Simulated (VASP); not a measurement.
Here is the system:

```
Nb3Sn
1.0
    5.22040     0.00000     0.00000
    0.00000     5.22040     0.00000
    0.00000     0.00000     5.22040
Nb Sn
6 2
Direct
  0.25000   0.00000   0.50000
  0.50000   0.25000   0.00000
  0.50000   0.75000   0.00000
  0.75000   0.00000   0.50000
  0.00000   0.50000   0.75000
  0.00000   0.50000   0.25000
  0.50000   0.50000   0.50000
  0.00000   0.00000   0.00000
```

All values below come from PBE GGA, VASP's PBE PAW potentials (set 64) (plane waves; VASP). Settings: 500 eV cut-off, 6×6×6 Γ-centred mesh, first-order Methfessel-Paxton smearing of 0.10 eV, potentials Nb_sv Sn_d.

Energy and stress use the plane-wave basis of the starting cell.

**Question.** The ions, cell shape and volume at an external pressure of 20.0 GPa are relaxed. Which structure does the run end with?

**Answer.** 
```
Nb3Sn
1.0
    5.14192     0.00000     0.00000
    0.00000     5.14192     0.00000
    0.00000     0.00000     5.14192
Nb Sn
6 2
Direct
  0.25000   0.00000   0.50000
  0.50000   0.25000   0.00000
  0.50000   0.75000   0.00000
  0.75000   0.00000   0.50000
  0.00000   0.50000   0.75000
  0.00000   0.50000   0.25000
  0.50000   0.50000   0.50000
  0.00000   0.00000   0.00000
```
Space group Pm-3n (223), at a tolerance of 0.03 Å.

**Question.** How do energy and volume change from the first to the last step?

**Answer.** The energy (σ→0) changes by +72.5 meV/atom and the volume by -4.4 %, in 4 ionic steps.

```
step  E(σ→0) (eV)  max force (eV/Å)  pressure (GPa)  volume (Å³)
----  -----------  ----------------  --------------  -----------
1        -70.1244             0.000            9.89       142.27
2        -65.9838             0.000           56.88       120.40
3        -69.5772             0.000           19.46       136.22
4        -69.5441             0.000           19.97       135.95
```

The compound is Nb3Sn in the A15 structure. This run relaxes it under an external pressure of 20 GPa. Symmetry was kept, so distortions that lower it aren't found.
